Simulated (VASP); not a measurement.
```yaml
crystal:
  lattice:
    - [1.74737, -3.02653, 0.00000]
    - [1.74737, 3.02653, 0.00000]
    - [0.00000, 0.00000, 5.59323]
  atoms:
    - { symbol: Tl, position: [0.33333, 0.66667, 0.25000] }
    - { symbol: Tl, position: [0.66667, 0.33333, 0.75000] }
```

These are optB86b-vdW, VASP's PBE PAW potentials (set 64) (plane waves; VASP) values and carry that method's errors. Settings: 520 eV cut-off, 13×13×8 Γ-centred mesh, tetrahedra with Blöchl corrections, potentials Tl_d.

Unless said otherwise, spin-orbit coupling is left out, though it shifts the bands of the heavy elements here.

Q: What does the run give for the energy per atom (σ→0), band gap (on the k-mesh) with the smallest direct gap where there is one?

A: 
```
Quantity                                                    Result
------------------------  ----------------------------------------
band gap (on the k-mesh)  none (metal, semimetal or under 0.01 eV)
energy per atom (σ→0)                         74.6 kJ/mol of atoms
```

The absolute energy has meaning only against runs of the same code, potentials and settings.

The compound is Tl in the hcp structure. It was relaxed first.
